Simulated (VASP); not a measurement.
**VMoS3: relaxation of cell and atoms with PBE**

The system is VMoS3.

```xyz
10
Lattice="3.1300 1.8071 5.7667 -3.1300 1.8071 5.7667 0.0000 -3.6142 5.7667" Properties=species:S:1:pos:R:3 pbc="T T T"
V     0.0000    0.0000    6.1415
V     0.0000    0.0000   11.1585
Mo    0.0000    0.0000    2.5258
Mo    0.0000    0.0000   14.7742
S     1.0642    2.0203    7.2948
S     1.2176   -1.9318    7.2948
S    -2.2818   -0.0885    7.2948
S    -1.0642   -2.0203   10.0052
S    -1.2176    1.9318   10.0052
S     2.2818    0.0885   10.0052
```

The cell was built by a generator and needn't be a form met in nature.

```
Program                : VASP 6.6.1
Task                   : relaxation of cell and atoms
Functional             : PBE
Potentials or basis    : VASP PAW PBE potentials, release 64 (V_sv, Mo_sv, S)
Cutoff                 : 520 eV
k mesh                 : 3 × 3 × 3
Occupations            : gaussian, width 0.15 eV
Spin                   : collinear spin, ferromagnetic start
Starting moments       : [2.0, 2.0, 1.0, 1.0, 0.0, 0.0, 0.0, 0.0, 0.0, 0.0] μB
Further INCAR settings : PREC = Normal; LREAL = Auto; ALGO = Fast; EDIFF = 0.0001; IBRION = 2; EDIFFG = -0.08; NSW = 24; ISIF = 3
```

* Relaxed volume: 16.16 Å³/atom
* Relaxed cell: a = 6.696 Å, b = 6.696 Å, c = 6.696 Å, α = 49.90°, β = 49.90°, γ = 49.90°
* Space group after relaxing (to 0.05 Å): R-3 (No. 148)
* Energy gained by relaxing: 305.2 meV/atom
* Ionic steps: 20
* Pressure after relaxing: 0.1 GPa
* Largest force after relaxing: 0.068 eV/Å
* Band gap on the k mesh: none (metal or under the smearing width)
* Net moment: 0.00 μB per cell
* Valence electrons inside the program's atomic spheres: V 11.58; Mo 12.40; S 3.73

Forces in eV/Å, atoms in the order of the input:
```
V    0.000  0.000 -0.068
V    0.000  0.000  0.068
Mo   0.000  0.000  0.000
Mo   0.000  0.000  0.000
S    0.010 -0.040 -0.004
S   -0.040  0.012 -0.004
S    0.030  0.028 -0.004
S   -0.010  0.040  0.004
S    0.040 -0.012  0.004
S   -0.030 -0.028  0.004
```

The path:
```
step  energy change (eV)  largest force (eV/Å)  pressure (GPa)  volume (Å³)
   1              0.0000                1.7235           -1.93       195.71
   2             -0.8261                0.8598           -2.47       189.09
   3             -1.1707                0.8500           -3.21       182.42
   4             -1.1845                0.9997           -2.54       180.58
   5             -1.5665                1.2610            4.45       167.86
   6             -1.5714                1.2866            5.21       166.46
   7             -1.8493                1.3905            5.34       165.44
   8             -2.4574                1.4522            3.79       162.39
   9             -1.7082                2.1617            4.47       156.37
  10             -2.5948                1.2402            2.81       161.03
  11             -2.6039                1.3272            3.01       160.28
  12             -2.8630                0.5883           -1.00       163.59
  13             -2.8838                0.4407           -1.56       164.61
  14             -2.8517                0.4048           -3.69       166.67
  15             -2.8852                0.3962           -2.25       165.03
  16             -2.9405                0.2409            0.33       162.35
  17             -2.9438                0.2720            1.09       161.54
  18             -2.9814                0.2577            0.47       161.93
  19             -3.0428                0.1908           -0.62       162.96
  20             -3.0516                0.0681            0.08       161.61
```

Final structure:
```
V Mo S
1.0
     2.82441    1.63067    5.84816
    -2.82441    1.63067    5.84816
     0.00000   -3.26135    5.84816
V Mo S
2 2 6
Direct
  0.33300 0.33300 0.33300
  0.66700 0.66700 0.66700
  0.16641 0.16641 0.16641
  0.83359 0.83359 0.83359
  0.74206 0.41010 0.09082
  0.41010 0.09082 0.74206
  0.09082 0.74206 0.41010
  0.25794 0.58990 0.90918
  0.58990 0.90918 0.25794
  0.90918 0.25794 0.58990
```

Levels at points of the mesh, in eV from the Fermi level:
Spin up:
```csv
k point,band 43,band 44,band 45,band 46,band 47,band 48
"(0.00, 0.00, 0.00)",-0.72,-0.65,-0.65,-0.36,-0.36,0.33
```
Spin down:
```
           k point  band 42  band 43  band 44  band 45  band 46  band 47  band 48  band 49
(0.00, 0.00, 0.00)    -0.72    -0.72    -0.65    -0.65    -0.36    -0.36     0.33     1.08
```

Wall time 18 min on 2 MPI ranks on Intel(R) Xeon(R) Platinum 8259CL CPU @ 2.50GHz (Skylake/Cascade Lake), on a shared host, peak memory 0.35 GiB a rank.

Caveat: the k mesh is coarse (spacing up to 0.40 Å⁻¹), so the values aren't converged; the volume moved by over 15 % at a fixed basis, so the end points are rough; the relaxation stopped at a loose force limit of 0.08 eV/Å, so its end isn't a converged minimum. With open d or f shells a metallic result of PBE can be an artefact of self-interaction; +U or a hybrid may open a gap.
